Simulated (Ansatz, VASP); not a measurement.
**ScTa2: VASP beside Ansatz**

```
Sc Ta
1.0
     4.85287    0.00000    0.00000
    -2.42643    4.20271    0.00000
     0.00000    0.00000    2.92137
Sc Ta
1 2
Cartesian
  0.0000 0.0000 0.0000
  0.0000 2.8018 1.4570
  2.4264 1.4009 1.4644
```

Alike in both runs: functional PBE; k mesh 6 × 6 × 6; occupations gaussian, width 0.1 eV; no spin polarisation.

Ansatz relaxed the structure, and its values are those at the end. VASP's run is a single point on that final structure, the one shown.

|  | VASP | Ansatz |
| --- | --- | --- |
| version | VASP 6.6.1 | Ansatz 0.2.0 |
| potentials or method | VASP PAW PBE potentials, release 64 (Sc_sv, Ta_pv) | scalar-relativistic, plane waves, PAW |
| plane-wave cutoff (eV) | 520 | 420 |
| valence electrons in the cell | 33 | 37 |

VASP gave:

| Item | Value |
| --- | --- |
| gap on the k mesh at the Fermi level (eV) | none |
| pressure (GPa) | 0.1 |

Task: Which values does Ansatz return?

Result: gap on the k mesh at the Fermi level (eV): none; pressure (GPa): 0.0.

A gap of «none» marks a metal or a gap that the smearing closes. The two sets of potentials don't hold the same shells in valence.

The runs have no spin-orbit coupling, so splittings on Ta are missing.
